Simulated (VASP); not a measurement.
```xyz
2
Lattice="0.0000 3.4447 2.1659 1.2519 0.0000 2.1659 1.2519 3.4447 0.0000" Properties=species:S:1:pos:R:3 pbc="T T T"
B      1.2519     3.4447     0.0003
N      1.2519     3.4447     2.8877
```

Level of theory: r2SCAN meta-GGA, VASP's PBE PAW potentials (set 64) (plane waves; VASP). Numerical set-up: 520 eV cut-off, 14×14×14 Γ-centred mesh, tetrahedra with Blöchl corrections, potentials B N.

Problem. Give the energies of bands 2 to 5 at the high-symmetry points, in eV from the valence-band maximum.

Solution. 
```
band      Γ      Y      T      Z     Σ0     C0      L
----  -----  -----  -----  -----  -----  -----  -----
2     -4.62  -6.43  -9.34  -9.55  -8.52  -8.46  -9.45
3     -1.54  -1.57  -4.51  -4.46  -7.26  -7.40  -4.46
4     -1.54  -1.53  -1.61  -0.55  -0.65  -0.51  -1.12
5      5.17  10.34   4.21   6.50   4.71   5.63   5.13
```

The gap is indirect, 4.21 eV, from the valence maximum at (0.50, -0.36, 0.14) to the conduction minimum at T.

The structure comes from a computed database's BN entry (Fmm2); how it stands against other phases isn't given here. It was relaxed first.
